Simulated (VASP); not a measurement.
Here is the system:

```yaml
crystal:
  lattice:
    - [4.30939, 0.00000, 0.00000]
    - [0.00000, 4.30939, 0.00000]
    - [0.00000, 0.00000, 2.81403]
  atoms:
    - { symbol: Mn, position: [0.00000, 0.00000, 0.00000], spin: 2.5 }
    - { symbol: Mn, position: [0.50000, 0.50000, 0.50000], spin: -2.5 }
    - { symbol: O, position: [0.30261, 0.30261, 0.00000] }
    - { symbol: O, position: [0.80261, 0.19739, 0.50000] }
    - { symbol: O, position: [0.19739, 0.80261, 0.50000] }
    - { symbol: O, position: [0.69739, 0.69739, 0.00000] }
```

Computed with PBE GGA, VASP's PBE PAW potentials (set 64) (plane waves; VASP). Run with 620 eV cut-off, 7×7×11 Γ-centred mesh, first-order Methfessel-Paxton smearing of 0.10 eV, potentials Mn_pv O.

### Question
Estimate the cell moment, energy per atom (σ→0), pressure, band gap (on the k-mesh) with the smallest direct gap where there is one.

### Answer

```json
{
 "band gap (on the k-mesh)": "none (metal, semimetal or under 0.01 eV)",
 "cell_moment": "0.00 μB",
 "energy per atom (σ→0)": "-766.7 kJ/mol of atoms",
 "pressure": "20.07 GPa"
}
```

### Question
Give the moment on each site (PAW-sphere projection).

### Answer

```csv
site,moment (μB)
Mn1,2.42
Mn2,-2.42
O3,-0.04
O4,0.04
O5,0.04
O6,-0.04
```

The absolute energy has meaning only against runs of the same code, potentials and settings.

The compound is MnO2 in the rutile structure. It was relaxed first under an external pressure of 20 GPa.
